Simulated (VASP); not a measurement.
```
CELL_PARAMETERS angstrom
      3.06161     0.00000     0.00000
      0.00000     3.06161     0.00000
      0.00000     0.00000     3.06161
ATOMIC_POSITIONS crystal
  Y  0.00000 0.00000 0.00000
  C  0.50000 0.50000 0.50000
```

Level of theory: PBEsol GGA, VASP's PBE PAW potentials (set 64) (plane waves; VASP). Numerical set-up: 520 eV cut-off, Gaussian smearing of 0.050 eV, potentials Y_sv C.

### Question
Give the energies of bands 6 to 10 at the high-symmetry points, in eV from the Fermi level.

### Answer

```
band      Γ      X      M      R
----  -----  -----  -----  -----
6     -0.65  -4.78  -1.73  -4.37
7     -0.65  -0.49  -1.73  -4.37
8      1.08  -0.49   0.53  -4.37
9      1.08   0.47   1.61   8.81
10     1.08   6.79   3.88   8.81
```

It has no gap at this level: it comes out as a metal or semimetal.

The structure was generated: YC was put into the CsCl type type (Pm-3m), which need not be its known phase. It was relaxed first, which changed the volume by -31 %. The electron count is odd and the run is not spin-polarised, which forces a metal.
